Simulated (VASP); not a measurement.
# A vacancy on the Sc site in a supercell of Sc

How easily does a vacancy on the Sc site form in Sc? The host is relaxed first, then a supercell is run with and without the defect.

Program: VASP 6.6.1. Level of theory: PBEsol; plane waves and PAW (Sc_sv). Results are calculated unless marked as measured.

### 1. The host crystal

Symmetry: P6_3/mmc, No. 194, hexagonal system. The conventional cell has a = 3.310 Å, b = 3.310 Å, c = 5.276 Å, α = 90.00°, β = 90.00°, γ = 120.00°. Nearest to Sc lie 12 Sc at 3.26 to 3.31 Å.

Coordinates:

```cif
data_structure
_symmetry_space_group_name_H-M 'P6_3/mmc'
_symmetry_Int_Tables_number 194
_cell_length_a 3.3100
_cell_length_b 3.3100
_cell_length_c 5.2761
_cell_angle_alpha 90.000
_cell_angle_beta 90.000
_cell_angle_gamma 120.000
_cell_volume 50.06
loop_
_atom_site_label
_atom_site_type_symbol
_atom_site_symmetry_multiplicity
_atom_site_Wyckoff_symbol
_atom_site_fract_x
_atom_site_fract_y
_atom_site_fract_z
_atom_site_occupancy
Sc1 Sc 2 d 0.33333 0.66667 0.75000 1
```

### 2. The host at zero pressure

First cell and atoms are relaxed at a raised cutoff, so that later runs start from this functional's own cell.

File INCAR:

```
SYSTEM = Sc
PREC = Accurate
ENCUT = 350
EDIFF = 1E-06
NELM = 120
ISMEAR = 1
SIGMA = 0.15
LREAL = .FALSE.
ALGO = Normal
GGA = PS
NBANDS = 17
LASPH = .TRUE.
LORBIT = 11
LWAVE = .FALSE.
LCHARG = .FALSE.
KPAR = 8
IBRION = 2
NSW = 40
ISIF = 3
EDIFFG = -0.02
POTIM = 0.4
```

File POSCAR:

```
Sc
1.0
    3.3100000000      0.0000000000      0.0000000000
   -1.6550000000      2.8665440865      0.0000000000
    0.0000000000      0.0000000000      5.2761400000
Sc
2
Direct
    0.0000000000      0.0000000000      0.0000000000
    0.3333333333      0.6666666667      0.5000000000
```

File KPOINTS:

```
Automatic mesh
0
Gamma
11 11 6
0 0 0
```

Potentials, in the order of the species: Sc_sv (PBE family, release 64).

Command:

```bash
$ mpirun -np 8 vasp_std
```

The log of the run:

```text
[banner, memory and clock lines left out]
running    8 mpi-ranks, on    1 nodes
 distrk:  each k-point on    1 cores,    8 groups
 distr:  one band on    1 cores,    1 groups

 POSCAR found type information on POSCAR Sc
 POSCAR found :  1 types and       2 ions
|                                                                             |
|           W    W    AA    RRRRR   N    N  II  N    N   GGGG   !!!           |
|           W    W   A  A   R    R  NN   N  II  NN   N  G    G  !!!           |
|           W    W  A    A  R    R  N N  N  II  N N  N  G       !!!           |
|           W WW W  AAAAAA  RRRRR   N  N N  II  N  N N  G  GGG   !            |
|           WW  WW  A    A  R   R   N   NN  II  N   NN  G    G                |
|           W    W  A    A  R    R  N    N  II  N    N   GGGG   !!!           |
|                                                                             |
|     For optimal performance we recommend to set                             |
|       NCORE = 2 up to number-of-cores-per-socket                            |
|     NCORE specifies how many cores store one orbital (NPAR=cpu/NCORE).      |
|     This setting can greatly improve the performance of VASP for DFT.       |
|     The default, NCORE=1 might be grossly inefficient on modern             |
|     multi-core architectures or massively parallel machines. Do your        |
|     Unfortunately you need to use the default for GW and RPA                |
|     calculations (for HF NCORE is supported but not extensively tested      |
|     yet).                                                                   |
|                                                                             |

|                                                                             |
|               ----> ADVICE to this user running VASP <----                  |
|                                                                             |
|     You enforced a specific xc type in the INCAR file but a different       |
|     [... a line on the potential file left out ...]
|     I HOPE YOU KNOW WHAT YOU ARE DOING!                                     |
|                                                                             |

 LDA part: xc-table for (Slater+PW92), standard interpolation
 POSCAR, INCAR and KPOINTS ok, starting setup
 FFT: planning ... GRIDC
 FFT: planning ... GRID_SOFT
 FFT: planning ... GRID
 WAVECAR not read
 entering main loop
       N       E                     dE             d eps       ncg     rms          rms(c)
DAV:   1     0.219928554554E+03    0.21993E+03   -0.88988E+03  2232   0.101E+03
DAV:   2    -0.601843750150E+01   -0.22595E+03   -0.22386E+03  2528   0.523E+02
DAV:   3    -0.146623479173E+02   -0.86439E+01   -0.83257E+01  3552   0.107E+02
DAV:   4    -0.147808658957E+02   -0.11852E+00   -0.11807E+00  3205   0.117E+01
DAV:   5    -0.147826230601E+02   -0.17572E-02   -0.17568E-02  3710   0.139E+00    0.780E+00
DAV:   6    -0.133712369904E+02    0.14114E+01   -0.32376E+00  2811   0.204E+01    0.228E+00
DAV:   7    -0.131928750667E+02    0.17836E+00   -0.79250E-01  2899   0.909E+00    0.882E-01
DAV:   8    -0.131812194588E+02    0.11656E-01   -0.37086E-02  2905   0.253E+00    0.281E-01
DAV:   9    -0.131790788909E+02    0.21406E-02   -0.11343E-02  2947   0.112E+00    0.209E-02
DAV:  10    -0.131790983959E+02   -0.19505E-04   -0.12233E-04  3509   0.154E-01    0.894E-03
DAV:  11    -0.131790957863E+02    0.26096E-05   -0.40303E-06  2555   0.190E-02    0.268E-03
DAV:  12    -0.131790973036E+02   -0.15173E-05   -0.81055E-07  2235   0.111E-02    0.898E-04
DAV:  13    -0.131790972466E+02    0.57036E-07   -0.72582E-08  1684   0.450E-03
   1 F= -.13179097E+02 E0= -.13178975E+02  d E =-.131791E+02
 curvature:   0.00 expect dE= 0.000E+00 dE for cont linesearch  0.000E+00
 trial: gam= 0.00000 g(F)=  0.108E-46 g(S)=  0.631E-01 ort = 0.000E+00 (trialstep = 0.100E+01)
 search vector abs. value=  0.631E-01
 bond charge predicted
       N       E                     dE             d eps       ncg     rms          rms(c)
DAV:   1    -0.139479742436E+02   -0.76888E+00   -0.21968E+01  2688   0.672E+01    0.595E+00
DAV:   2    -0.132864121509E+02    0.66156E+00   -0.17619E+00  2772   0.168E+01    0.187E+00
DAV:   3    -0.132162643055E+02    0.70148E-01   -0.33625E-01  3000   0.680E+00    0.807E-01
DAV:   4    -0.132144364099E+02    0.18279E-02   -0.16552E-02  3471   0.152E+00    0.177E-01
DAV:   5    -0.132139019474E+02    0.53446E-03   -0.33828E-03  3000   0.711E-01    0.233E-02
DAV:   6    -0.132139008680E+02    0.10794E-05   -0.10854E-04  3643   0.151E-01    0.552E-03
DAV:   7    -0.132139012973E+02   -0.42927E-06   -0.33915E-06  2794   0.233E-02
   2 F= -.13213901E+02 E0= -.13214480E+02  d E =-.348041E-01
[...]
3 F= -.13214115E+02 E0= -.13214749E+02  d E =-.350176E-01
[...]
4 F= -.13215631E+02 E0= -.13216230E+02  d E =-.151569E-02
 trial-energy change:   -0.001516  1 .order   -0.001517   -0.002082   -0.000952
 step:   1.8725(harm=  1.8725)  dis= 0.00000  next Energy=   -13.216033 (dE=-0.192E-02)
 bond charge predicted
       N       E                     dE             d eps       ncg     rms          rms(c)
DAV:   1    -0.132183238687E+02   -0.26935E-02   -0.28136E-01  2274   0.104E+01    0.378E-01
DAV:   2    -0.132172621346E+02    0.10617E-02   -0.19915E-02  3362   0.204E+00    0.230E-01
DAV:   3    -0.132160470724E+02    0.12151E-02   -0.35868E-03  3979   0.785E-01    0.362E-02
DAV:   4    -0.132160260098E+02    0.21063E-04   -0.21711E-04  3273   0.209E-01    0.182E-02
DAV:   5    -0.132160237304E+02    0.22794E-05   -0.85270E-06  2806   0.470E-02    0.667E-03
DAV:   6    -0.132160239875E+02   -0.25712E-06   -0.95784E-07  1524   0.159E-02
   5 F= -.13216024E+02 E0= -.13216516E+02  d E =-.190912E-02
 curvature:  -0.97 expect dE=-0.346E-05 dE for cont linesearch -0.343E-13
 trial: gam=-0.00564 g(F)=  0.116E-47 g(S)=  0.358E-05 ort = 0.867E-08 (trialstep = 0.119E+01)
 search vector abs. value=  0.365E-05
 reached required accuracy - stopping structural energy minimisation
```

It took 24 s on 8 MPI ranks of Intel Xeon Platinum 8488C (Sapphire Rapids), shared host; peak memory 1.3 GiB; 3 min of CPU time.

Lines that name or quote the potential files are left out of all logs, and their timing lines are given in words.

OUTCAR, selected parts (step 2):

```text
ion  position               nearest neighbor table
   1  0.000  0.000  0.000-   2 3.26   2 3.26   2 3.26   2 3.26   2 3.26   2 3.26
   2  0.333  0.667  0.500-   1 3.26   1 3.26   1 3.26   1 3.26   1 3.26   1 3.26

  LATTYP: Found a hexagonal cell.
 ALAT       =     3.3100000000
 C/A-ratio  =     1.5940000000

 Subroutine GETGRP returns: Found 24 space group operations
 (whereof 12 operations were pure point group operations)

The static configuration has the point symmetry D_3h.
 The point group associated with its full space group is D_6h.

 Found     64 irreducible k-points:

   k-points           NKPTS =     64   k-points in BZ     NKDIM =     64   number of bands    NBANDS=     17

   dimension x,y,z NGX =    20 NGY =   20 NGZ =   32
   dimension x,y,z NGXF=    40 NGYF=   40 NGZF=   64

   ENCUT  =  350.0 eV  25.72 Ry    5.07 a.u.   5.05  5.05  8.05*2*pi/ulx,y,z

   NELECT =      22.0000    total number of electrons

 k-points in reciprocal lattice and weights: Automatic mesh
   0.00000000  0.00000000  0.00000000       0.001
   0.09090909  0.00000000  0.00000000       0.008
   0.18181818  0.00000000  0.00000000       0.008
   0.27272727  0.00000000  0.00000000       0.008
   0.36363636  0.00000000  0.00000000       0.008
   0.45454545  0.00000000  0.00000000       0.008
   0.09090909  0.09090909  0.00000000       0.008
   0.18181818  0.09090909  0.00000000       0.017
   0.27272727  0.09090909  0.00000000       0.017
[...]
0.27272727  0.27272727  0.50000000       0.008
   0.36363636  0.27272727  0.50000000       0.008

 average (electrostatic) potential at core
       1 -46.6720       2 -46.6720

 E-fermi :   3.8480

 k-point     1 :       0.0000    0.0000    0.0000
  band No.  band energies     occupation
    ...
      6     -23.7158      2.00000
      7     -23.7158      2.00000
      8     -23.6787      2.00000
      9      -1.3724      2.00000
     10       2.1455      2.00000
     11       4.6113     -0.00000
     12       5.4879     -0.00000
     13       5.4879     -0.00000
     14       5.7942     -0.00000
     15       5.9761     -0.00000
    ...

 k-point     2 :       0.0909    0.0000    0.0000
  band No.  band energies     occupation
    ...
      6     -23.7413      2.00000
      7     -23.7188      2.00000
      8     -23.6849      2.00000
      9      -1.1852      2.00000
     10       2.2996      2.00000
     11       4.4280     -0.00000
     12       5.1737     -0.00000
     13       5.6263     -0.00000
     14       5.8518     -0.00000
     15       6.0210     -0.00000
    ...

 k-point     3 :       0.1818    0.0000    0.0000
  band No.  band energies     occupation
    ...
      6     -23.8077      2.00000
      7     -23.7273      2.00000
      8     -23.7033      2.00000
      9      -0.6469      2.00000
     10       2.6963      2.00000
     11       4.0256     -0.07037
     12       4.6550     -0.00000
     13       5.5809     -0.00000
     14       5.8392     -0.00000
     15       5.8647     -0.00000
    ...

  Total        0.0073668      0.0073668      0.0087867      0.0000000      0.0000000      0.0000000
  in kB        0.2508769      0.2508769      0.2992321      0.0000000      0.0000000      0.0000000
  external PRESSURE =       0.2669953 kB  Pullay stress =       0.0000000 kB

  energy-cutoff  :      350.00
  volume of cell :       47.05
      direct lattice vectors                 reciprocal lattice vectors
     3.271423273  0.000000000  0.000000000     0.305677351  0.176482901  0.000000000
    -1.635711636  2.833135661 -0.000000000    -0.000000000  0.352965802  0.000000000
    -0.000000000 -0.000000000  5.076022559    -0.000000000  0.000000000  0.197004641

 POSITION                                       TOTAL-FORCE (eV/Angst)
 -----------------------------------------------------------------------------------
     -0.00000      0.00000     -0.00000        -0.000000      0.000000      0.000000
     -0.00000      1.88876      2.53801         0.000000     -0.000000     -0.000000
 -----------------------------------------------------------------------------------
    total drift:                                0.000000     -0.000000     -0.000000

  FREE ENERGIE OF THE ION-ELECTRON SYSTEM (eV)
  ---------------------------------------------------
  free  energy   TOTEN  =       -13.2160239875 eV

  energy  without entropy=      -13.2174989361  energy(sigma->0) =      -13.21651564

 reached required accuracy - stopping structural energy minimisation

 total charge
# of ion       s       p       d       tot
------------------------------------------
    1        2.285   6.110   1.037   9.432
    2        2.285   6.110   1.037   9.432
--------------------------------------------------
tot          4.571  12.220   2.074  18.864

[... 3 further parts left out ...]
```

CONTCAR:

```
Sc
   1.00000000000000
     3.2714232725491179    0.0000000000000000    0.0000000000000000
    -1.6357116362745590    2.8331356605336100   -0.0000000000000000
    -0.0000000000000000   -0.0000000000000000    5.0760225589659154
  Sc
     2
Direct
     0.0000000000000000    0.0000000000000000    0.0000000000000000
     0.3333333332999970    0.6666666667000030    0.5000000000000000
```

The k-mesh is coarse for a metal. The PAW data sets were made with PBE, which is usual practice but a small mismatch for other functionals. The run keeps the 24 symmetry operations of its start, so it cannot find a distortion of lower symmetry.

The steps of the relaxation:

| step | energy less that of the first step (eV) | largest force (eV/Å) | pressure (GPa) | volume (Å³) |
| --- | --- | --- | --- | --- |
| 1 | 0.0000 | 0.0000 | -3.23 | 50.06 |
| 2 | -0.0348 | 0.0000 | -0.12 | 47.20 |
| 3 | -0.0350 | 0.0000 | 0.17 | 46.97 |
| 4 | -0.0365 | 0.0000 | 0.09 | 47.01 |
| 5 | -0.0369 | 0.0000 | 0.03 | 47.05 |

| conventional cell, symmetrised | before | after | change |
| --- | --- | --- | --- |
| a (Å) | 3.310 | 3.271 | -1.2 % |
| b (Å) | 3.310 | 3.271 | -1.2 % |
| c (Å) | 5.276 | 5.076 | -3.8 % |
| volume (Å³/atom) | 25.03 | 23.52 | -6.0 % |

The relaxed structure:

```xyz
2
Lattice="3.2714 0.0000 0.0000 -1.6357 2.8331 0.0000 0.0000 0.0000 5.0760" Properties=species:S:1:pos:R:3 pbc="T T T"
Sc    0.0000    0.0000    0.0000
Sc    0.0000    1.8888    2.5380
```

This step gave:

* electronic cycles: 38
* electrons: 22
* free energy (TOTEN): -13.22 eV
* energy at zero smearing: -13.22 eV
* Fermi energy: 3.848 eV
* labelled metallic, from the levels on this mesh: yes

The run ended after 5 ionic steps, 0.037 eV below its first step, once forces and stress met EDIFFG = -0.02.

### 3. Relax the host again, on a new basis

The volume changed by more than 5 %, so the plane waves of the start no longer fit; a second relaxation removes that error.

INCAR: that of step 2 with these lines changed.

```diff
@@ -17,3 +17,3 @@
 IBRION = 2
-NSW = 40
+NSW = 30
 ISIF = 3
```

File POSCAR:

```
Sc
1.0
    3.2714232725      0.0000000000      0.0000000000
   -1.6357116363      2.8331356605      0.0000000000
    0.0000000000      0.0000000000      5.0760225590
Sc
2
Direct
    0.0000000000      0.0000000000      0.0000000000
    0.3333333333      0.6666666667      0.5000000000
```

File KPOINTS:

```
Automatic mesh
0
Gamma
12 12 7
0 0 0
```

Command:

```bash
$ mpirun -np 8 vasp_std
```

The log of the run:

```text
[banner, memory and clock lines left out]
running    8 mpi-ranks, on    1 nodes
 distrk:  each k-point on    1 cores,    8 groups
 distr:  one band on    1 cores,    1 groups

 POSCAR found type information on POSCAR Sc
 POSCAR found :  1 types and       2 ions
 [... a notice as in an earlier step ...]

 [... a notice as in an earlier step ...]

 LDA part: xc-table for (Slater+PW92), standard interpolation
 POSCAR, INCAR and KPOINTS ok, starting setup
 FFT: planning ... GRIDC
 FFT: planning ... GRID_SOFT
 FFT: planning ... GRID
 WAVECAR not read
 entering main loop
       N       E                     dE             d eps       ncg     rms          rms(c)
DAV:   1     0.225759969815E+03    0.22576E+03   -0.88539E+03  2648   0.102E+03
DAV:   2    -0.575879870282E+01   -0.23152E+03   -0.22918E+03  3032   0.528E+02
DAV:   3    -0.145632996565E+02   -0.88045E+01   -0.85704E+01  4252   0.109E+02
DAV:   4    -0.146863162230E+02   -0.12302E+00   -0.12250E+00  3676   0.118E+01
DAV:   5    -0.146885477481E+02   -0.22315E-02   -0.22312E-02  4404   0.158E+00    0.827E+00
DAV:   6    -0.133994030580E+02    0.12891E+01   -0.28849E+00  3345   0.198E+01    0.248E+00
DAV:   7    -0.132241743919E+02    0.17523E+00   -0.73879E-01  3427   0.909E+00    0.835E-01
DAV:   8    -0.132121266194E+02    0.12048E-01   -0.26142E-02  3548   0.214E+00    0.233E-01
DAV:   9    -0.132108826647E+02    0.12440E-02   -0.65640E-03  3647   0.878E-01    0.180E-02
DAV:  10    -0.132109002122E+02   -0.17547E-04   -0.81947E-05  4062   0.122E-01    0.671E-03
DAV:  11    -0.132108988786E+02    0.13336E-05   -0.18347E-06  2830   0.165E-02    0.171E-03
DAV:  12    -0.132109000034E+02   -0.11248E-05   -0.35044E-07  2298   0.995E-03    0.895E-04
DAV:  13    -0.132108998435E+02    0.15996E-06   -0.77832E-08  1895   0.445E-03
   1 F= -.13210900E+02 E0= -.13210773E+02  d E =-.132109E+02
 curvature:   0.00 expect dE= 0.000E+00 dE for cont linesearch  0.000E+00
 trial: gam= 0.00000 g(F)=  0.349E-49 g(S)=  0.155E-04 ort = 0.000E+00 (trialstep = 0.100E+01)
 search vector abs. value=  0.155E-04
 reached required accuracy - stopping structural energy minimisation
```

The job ended after 8.4 s (8 MPI ranks; peak memory 1.2 GiB).

Parts of OUTCAR (step 3):

```text
  LATTYP: Found a hexagonal cell.
 ALAT       =     3.2714232725
 C/A-ratio  =     1.5516251295

 Found     76 irreducible k-points:

   k-points           NKPTS =     76   k-points in BZ     NKDIM =     76   number of bands    NBANDS=     17

   ENCUT  =  350.0 eV  25.72 Ry    5.07 a.u.   4.99  4.99  7.74*2*pi/ulx,y,z

   NELECT =      22.0000    total number of electrons

 E-fermi :   3.8494

 k-point     1 :       0.0000    0.0000    0.0000
  band No.  band energies     occupation
    ...
      6     -23.7206      2.00000
      7     -23.7206      2.00000
      8     -23.6822      2.00000
      9      -1.3724      2.00000
     10       2.1439      2.00000
     11       4.6121     -0.00000
     12       5.4849     -0.00000
     13       5.4849     -0.00000
     14       5.7923     -0.00000
     15       5.9728     -0.00000
    ...

 k-point     2 :       0.0833    0.0000    0.0000
  band No.  band energies     occupation
    ...
      6     -23.7423      2.00000
      7     -23.7232      2.00000
      8     -23.6874      2.00000
      9      -1.2149      2.00000
     10       2.2739      2.00000
     11       4.4557     -0.00000
     12       5.2097     -0.00000
     13       5.6012     -0.00000
     14       5.8662     -0.00000
     15       5.9936     -0.00000
    ...

  Total        0.0131377      0.0131377     -0.0213677     -0.0000000      0.0000000      0.0000000
  in kB        0.4474049      0.4474049     -0.7276819     -0.0000000      0.0000000      0.0000000
  external PRESSURE =       0.0557093 kB  Pullay stress =       0.0000000 kB

  energy-cutoff  :      350.00
  volume of cell :       47.05
      direct lattice vectors                 reciprocal lattice vectors
     3.271423272  0.000000000  0.000000000     0.305677351  0.176482901  0.000000000
    -1.635711636  2.833135660  0.000000000     0.000000000  0.352965802  0.000000000
     0.000000000  0.000000000  5.076022559     0.000000000  0.000000000  0.197004641

 POSITION                                       TOTAL-FORCE (eV/Angst)
 -----------------------------------------------------------------------------------
      0.00000      0.00000      0.00000         0.000000      0.000000      0.000000
     -0.00000      1.88876      2.53801        -0.000000      0.000000      0.000000
 -----------------------------------------------------------------------------------
    total drift:                                0.000000     -0.000000     -0.000000

  FREE ENERGIE OF THE ION-ELECTRON SYSTEM (eV)
  ---------------------------------------------------
  free  energy   TOTEN  =       -13.2108998435 eV

  energy  without entropy=      -13.2105201058  energy(sigma->0) =      -13.21077326

 total charge
# of ion       s       p       d       tot
------------------------------------------
    1        2.286   6.111   1.035   9.431
    2        2.286   6.111   1.035   9.431
--------------------------------------------------
tot          4.571  12.221   2.069  18.862

[... 4 parts as in an earlier step ...]

[... 7 further parts left out ...]
```

CONTCAR:

```
Sc
   1.00000000000000
     3.2714232724999999    0.0000000000000000    0.0000000000000000
    -1.6357116362999999    2.8331356605000000    0.0000000000000000
     0.0000000000000000    0.0000000000000000    5.0760225590000001
  Sc
     2
Direct
     0.0000000000000000    0.0000000000000000    0.0000000000000000
     0.3333333332999970    0.6666666667000030    0.5000000000000000
```

Little changed from the start: no atom moved by 0.005 Å and no cell edge by 0.1 %.

This step gave:

```
electronic cycles       : 13
free energy (TOTEN)     : -13.21 eV
energy at zero smearing : -13.21 eV
Fermi energy            : 3.849 eV
```

The start already met the threshold, so nothing moved.

(Continued in part 2 of 3.)

[Lines on the potential files, build, host, timing and source positions are cut from VASP's logs without a mark.]

[Logs are printed without paths, hosts, clocks, repeated set-up lines and the standing remarks that a program may print on its own settings, such as how far it seeks lower states.]

[Hosts, paths, dates, database ids (printed as entryN), source tags and the programs' standing remarks are cut or masked in the printed files.]

[In band tables of VASP the shares of atoms and orbitals are scaled to a sum of 1 inside the atoms' spheres.]

[Runs that stopped without an error message from VASP are left out.]
